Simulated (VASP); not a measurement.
Consider the following.

```
ZrB2
1.0
    1.56640    -2.71309     0.00000
    1.56640     2.71309     0.00000
    0.00000     0.00000     3.49190
Zr B
1 2
Cartesian
  0.00000   0.00000   0.00000
  1.56640   0.90436   1.74595
  1.56640  -0.90436   1.74595
```

These are PBE GGA, VASP's PBE PAW potentials (set 64) (plane waves; VASP 6.6.1) values and carry that method's errors. Numerical set-up: 620 eV cut-off, 11×11×9 Γ-centred mesh, first-order Methfessel-Paxton smearing of 0.10 eV, potentials Zr_sv B.

Energy and stress use the plane-wave basis of the starting cell.

Task: The ions, cell shape and volume at an external pressure of 20.0 GPa are relaxed. Predict the relaxed structure.

Result: 
```
ZrB2
1.0
    1.54974    -2.68422     0.00000
    1.54974     2.68422     0.00000
    0.00000     0.00000     3.44912
Zr B
1 2
Direct
  0.00000   0.00000   0.00000
  0.33333   0.66667   0.50000
  0.66667   0.33333   0.50000
```
Space group P6/mmm (191), at a tolerance of 0.03 Å.

Task: How do energy and volume change from the first to the last step?

Result: The energy (σ→0) changes by +30.6 meV/atom and the volume by -3.3 %, in 5 ionic steps.

The compound is ZrB2 in the AlB2 type structure. This run relaxes it under an external pressure of 20 GPa. Symmetry was kept, so distortions that lower it aren't found.
